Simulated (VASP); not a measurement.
Level of theory: PBEsol GGA, VASP's PBE PAW potentials (set 64) (plane waves; VASP).

The input files of a VASP run:

### POSCAR
```
NiO
1
    4.0085180952     1.9954506185     1.9954506185
    1.9954506185     4.0085180952     1.9954506185
    1.9954506185     1.9954506185     4.0085180952
Ni O
2 2
Direct
  0.0000000000   0.0000000000   0.0000000000
  0.5000000000   0.5000000000   0.5000000000
  0.2500000000   0.2500000000   0.2500000000
  0.7500000000   0.7500000000   0.7500000000
```

**INCAR**
```
! general
SYSTEM  = NiO
PREC    = Accurate
ENCUT   = 620
LREAL   = .FALSE.
LASPH   = .TRUE.

! electronic loop
EDIFF   = 1E-6
NELM    = 100
ALGO    = Normal
LMAXMIX = 4

! smearing
ISMEAR  = 0
SIGMA   = 0.05

! functional
GGA     = PS

! spin
ISPIN   = 2
MAGMOM  = 1.3 -1.3 0.0 0.0

! ions
IBRION  = 2
NSW     = 40
ISIF    = 3
EDIFFG  = -0.02
PSTRESS = 300

! output
LWAVE   = .FALSE.
LCHARG  = .FALSE.
LORBIT  = 10
```

### KPOINTS
```
Automatic
0
G
9 9 9
0 0 0
```

POTCAR, in this order: Ni O (PBE.64 set). Program: vasp_std.

Energy and stress use the plane-wave basis of the starting cell.

Question: Estimate the energy per atom (σ→0), cell moment, volume per atom.

Answer: 
```
Item                            Value
---------------------  --------------
energy per atom (σ→0)  -6252 meV/atom
cell moment                   0.00 μB
volume per atom          7.87 Å³/atom
```

OSZICAR:
```
...
DAV:   3    -0.250241161518E+02    0.56484E-01   -0.20497E-01  9592   0.103E+01    0.213E+00
DAV:   4    -0.250141062136E+02    0.10010E-01   -0.42416E-02  9216   0.288E+00    0.732E-01
DAV:   5    -0.250099409361E+02    0.41653E-02   -0.68222E-03 11792   0.181E+00    0.390E-01
DAV:   6    -0.250088372166E+02    0.11037E-02   -0.42090E-03  7192   0.923E-01    0.107E-01
DAV:   7    -0.250087839389E+02    0.53278E-04   -0.43240E-04 10296   0.247E-01    0.503E-02
DAV:   8    -0.250087919308E+02   -0.79919E-05   -0.41480E-05  8384   0.102E-01    0.266E-02
DAV:   9    -0.250087927589E+02   -0.82808E-06   -0.81259E-06  9040   0.349E-02
   3 F= -.19117801E+02 E0= -.19117801E+02  d E =-.312668E-01  mag=    -0.0000
```

The compound is NiO in the rock salt, AFM-II order structure. This run relaxes it under an external pressure of 30 GPa. Symmetry was kept, so distortions that lower it aren't found.
